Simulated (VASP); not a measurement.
These are PBEsol GGA, VASP's PBE PAW potentials (set 64) (plane waves; VASP) values and carry that method's errors.

The input files of a VASP run:

### KPOINTS
```
k-points along high-symmetry lines
15
Line-mode
Reciprocal
  0.000000   0.000000   0.000000 ! GAMMA
  0.500000   0.000000   0.500000 ! X

  0.500000   0.000000   0.500000 ! X
  0.625000   0.250000   0.625000 ! U

  0.375000   0.375000   0.750000 ! K
  0.000000   0.000000   0.000000 ! GAMMA

  0.000000   0.000000   0.000000 ! GAMMA
  0.500000   0.500000   0.500000 ! L

  0.500000   0.500000   0.500000 ! L
  0.500000   0.250000   0.750000 ! W

  0.500000   0.250000   0.750000 ! W
  0.500000   0.000000   0.500000 ! X
```

INCAR:
```
# general
SYSTEM =PbS
PREC   =Accurate
ENCUT  =520
LREAL  =F
LASPH  =T
ICHARG =11

# electronic loop
EDIFF  =1E-7
NELM   =100
ALGO   =Normal
LMAXMIX=4

# smearing
ISMEAR =0
SIGMA  =0.05

# functional
GGA    =PS

# output
LWAVE  =F
LCHARG =F
LORBIT =11
```

File POSCAR:
```
PbS
5.8991360
  0.0000000000   0.5000000024   0.5000000024
  0.5000000024   0.0000000000   0.5000000024
  0.5000000024   0.5000000024   0.0000000000
Pb S
1 1
Cartesian
  0.0000000000   0.0000000000   0.0000000000
  0.5000000024   0.5000000024   0.5000000024
```

POTCAR, in this order: Pb_d S (PBE.64 set). Program: vasp_std. Read from the step before: CHGCAR.

The run wrote:

OUTCAR:
```
 ion  position               nearest neighbor table
   1  0.000  0.000  0.000-   2 2.95   2 2.95   2 2.95   2 2.95   2 2.95   2 2.95
   2  0.500  0.500  0.500-   1 2.95   1 2.95   1 2.95   1 2.95   1 2.95   1 2.95
  LATTYP: Found a face centered cubic cell.
 ALAT       =     5.8991360286
 Subroutine PRICEL returns:
 Original cell was already a primitive cell.
 Subroutine GETGRP returns: Found 48 space group operations
The static configuration has the point symmetry O_h .
The dynamic configuration has the point symmetry O_h .
 Subroutine INISYM returns: Found 48 space group operations
   k-points           NKPTS =     90   k-points in BZ     NKDIM =     90   number of bands    NBANDS=     14
   number of dos      NEDOS =    301   number of ions     NIONS =      2
   total plane-waves  NPLWV =  32768
   dimension x,y,z NGX =    32 NGY =   32 NGZ =   32
   dimension x,y,z NGXF=    64 NGYF=   64 NGZF=   64
   ions per type =               1   1
   PREC   = accura    normal or accurate (medium, high low for compatibility)
   ISTART =      0    job   : 0-new  1-cont  2-samecut
   ICHARG =     11    charge: 1-file 2-atom 10-const
   ISPIN  =      1    spin polarized calculation?
   LNONCOLLINEAR =      F non collinear calculations
   LSORBIT =      F    spin-orbit coupling
   INIWAV =      1    electr: 0-lowe 1-rand  2-diag
   ENCUT  =  520.0 eV  38.22 Ry    6.18 a.u.   7.76  7.76  7.76*2*pi/ulx,y,z
   NELM   =    100;   NELMIN=  2; NELMDL= -5     # of ELM steps
   EDIFF  = 0.1E-06   stopping-criterion for ELM
   LREAL  =      F    real-space projection
   NLSPLINE    = F    spline interpolate recip. space projectors
   LMAXMIX     =    4 max onsite mixed and CHGCAR
   VOSKOWN=      0    Vosko Wilk Nusair interpolation
   EDIFFG = 0.1E-05   stopping-criterion for IOM
   NSW    =      0    number of steps for IOM
   NBLOCK =      1;   KBLOCK =      1    inner block; outer block
   IBRION =     -1    ionic relax: 0-MD 1-quasi-New 2-CG
   NFREE  =      0    steps in history (QN), initial steepest desc. (CG)
   ISIF   =      2    stress and relaxation
   ISYM   =      2    0-nonsym 1-usesym 2-fastsym
   TEIN   =    0.0    initial temperature
   TEBEG  =    0.0;   TEEND  =   0.0 temperature during run
...
```

File OSZICAR:
```
       N       E                     dE             d eps       ncg     rms          rms(c)
DAV:   1     0.158168488980E+03    0.15817E+03   -0.99572E+03  2528   0.151E+03
DAV:   2     0.250016515154E+01   -0.15567E+03   -0.15217E+03  2664   0.361E+02
DAV:   3    -0.981095070703E+01   -0.12311E+02   -0.12101E+02  3408   0.105E+02
DAV:   4    -0.101057622597E+02   -0.29481E+00   -0.29240E+00  2790   0.191E+01
DAV:   5    -0.101166274689E+02   -0.10865E-01   -0.10865E-01  3584   0.358E+00
DAV:   6    -0.101171498911E+02   -0.52242E-03   -0.52242E-03  3238   0.640E-01
DAV:   7    -0.101171549763E+02   -0.50852E-05   -0.50859E-05  3686   0.590E-02
DAV:   8    -0.101171550372E+02   -0.60835E-07   -0.60328E-07  2968   0.722E-03
   1 F= -.10117155E+02 E0= -.10117140E+02  d E =-.308068E-04
```

OUTCAR:
```
 val. band max:        5.9245307790   @ k =   0.5000   0.5000   0.5000

 cond. band min:       6.1170482248   @ k =   0.5000   0.5000   0.5000



 k-point     1 :       0.0000    0.0000    0.0000
  band No.  band energies     occupation
      1     -10.8661      2.00000
      2     -10.8661      2.00000
      3     -10.8661      2.00000
      4     -10.8533      2.00000
      5     -10.8533      2.00000
      6      -7.8490      2.00000
      7      -0.1225      2.00000
      8       3.6523      2.00000
      9       3.6523      2.00000
     10       3.6523      2.00000
     11      11.1139      0.00000
     12      11.1139      0.00000
     13      11.1139      0.00000
     14      12.5081      0.00000

 k-point     2 :       0.0357    0.0000    0.0357
  band No.  band energies     occupation
      1     -10.8664      2.00000
      2     -10.8653      2.00000
      3     -10.8653      2.00000
      4     -10.8543      2.00000
      5     -10.8529      2.00000
      6      -7.8337      2.00000
      7      -0.1801      2.00000
      8       3.6344      2.00000
      9       3.6344      2.00000
     10       3.7415      2.00000
     11      10.8026      0.00000
     12      11.0516      0.00000
     13      11.0516      0.00000
     14      12.3741      0.00000

 k-point     3 :       0.0714    0.0000    0.0714
  band No.  band energies     occupation
      1     -10.8675      2.00000
      2     -10.8629      2.00000
      3     -10.8629      2.00000
      4     -10.8574      2.00000
      5     -10.8519      2.00000
      6      -7.7877      2.00000
      7      -0.3347      2.00000
      8       3.5818      2.00000
      9       3.5818      2.00000
     10       3.9844      2.00000
     11      10.0935      0.00000
     12      10.9209      0.00000
     13      10.9209      0.00000
     14      12.0676      0.00000

 k-point     4 :       0.1071    0.0000    0.1071
  band No.  band energies     occupation
      1     -10.8692      2.00000
...
```

The density is held fixed in this step, so its total energy and stress have no physical meaning. Unless said otherwise, spin-orbit coupling is left out, though it shifts the bands of the heavy elements here.

The compound is PbS in the rock salt structure. It was relaxed first.
